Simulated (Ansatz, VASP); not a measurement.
**PIr: VASP beside Ansatz**

The input INCAR:

```
SYSTEM = PIr
ALGO = Normal
EDIFF = 1E-6
ENCUT = 520
GGA = PE
ISIF = 2
ISMEAR = 0
LASPH = .True.
LCHARG = .False.
LREAL = .False.
LWAVE = .False.
NBANDS = 14
NELM = 100
PREC = Accurate
SIGMA = 0.05
```

Contents of KPOINTS:

```
k-points
0
Gamma
  12 12 12
  0 0 0
```

File POSCAR:

```
PIr
1.0
    0.0000000000      2.6857351837      2.6857351837
    2.6857351837      0.0000000000      2.6857351837
    2.6857351837      2.6857351837      0.0000000000
Ir P
1 1
Direct
    0.0000000000      0.0000000000      0.0000000000
    0.2500000000      0.2500000000      0.2500000000
```

Input for Ansatz:

```yaml
crystal:
  lattice:
    - [0.0, 2.6857351837, 2.6857351837]
    - [2.6857351837, 0.0, 2.6857351837]
    - [2.6857351837, 2.6857351837, 0.0]
  atoms:
    - { symbol: Ir, position: [0.0, 0.0, 0.0] }
    - { symbol: P, position: [0.25, 0.25, 0.25] }
basis:
  ecutwfc: 420
  ecutrho_ratio: 4
kpoints:
  mp_grid: { grid: [12, 12, 12] }
hamiltonian:
  xc: pbe
scf:
  occupations: { method: gaussian, width: 0.05 }
output:
  forces: true
  stress: true
  eigenvalues: true
```

Alike in both runs: task single point; functional PBE; k mesh 12 × 12 × 12; occupations gaussian, width 0.05 eV; no spin polarisation.

|  | VASP | Ansatz |
| --- | --- | --- |
| version | VASP 6.6.1 | Ansatz 0.2.0 |
| potentials or method | VASP PAW PBE potentials, release 64 (Ir, P) | scalar-relativistic, plane waves, PAW |
| plane-wave cutoff (eV) | 520 | 420 |
| valence electrons in the cell | 14 | 22 |

Ansatz gave:

* gap on the k mesh at the Fermi level (eV): none
* pressure (GPa): -9.9

Task: Estimate VASP's values.

Result: gap on the k mesh at the Fermi level (eV): none; pressure (GPa): -9.6.

A gap of «none» marks a metal or a gap that the smearing closes. The functional is the same, so the differences come from potentials, cutoffs and numerics. The two sets of potentials don't hold the same shells in valence.

The runs have no spin-orbit coupling, so splittings on Ir are missing.
